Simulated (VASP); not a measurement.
Input:

```
Ni3Si
1.0
    3.51000     0.00000     0.00000
    0.00000     3.51000     0.00000
    0.00000     0.00000     3.51000
Si Ni
1 3
Direct
  0.00000   0.00000   0.00000
  0.00000   0.50000   0.50000
  0.50000   0.00000   0.50000
  0.50000   0.50000   0.00000
```

Method: PBE GGA, VASP's PBE PAW potentials (set 64) (plane waves; VASP 6.6.1). Run with 400 eV cut-off, 7×7×7 Γ-centred mesh, first-order Methfessel-Paxton smearing of 0.10 eV, potentials Si Ni.

Give the stress tensor in GPa (positive for a compressed cell).

```
-1.18   0.00   0.00
 0.00  -1.18   0.00
 0.00   0.00  -1.18
```
The pressure is its mean diagonal, -1.18 GPa.

The compound is Ni3Si in the L1_2 structure. The cell was not relaxed at this level. The run is not spin-polarised, so no magnetic state was tried.
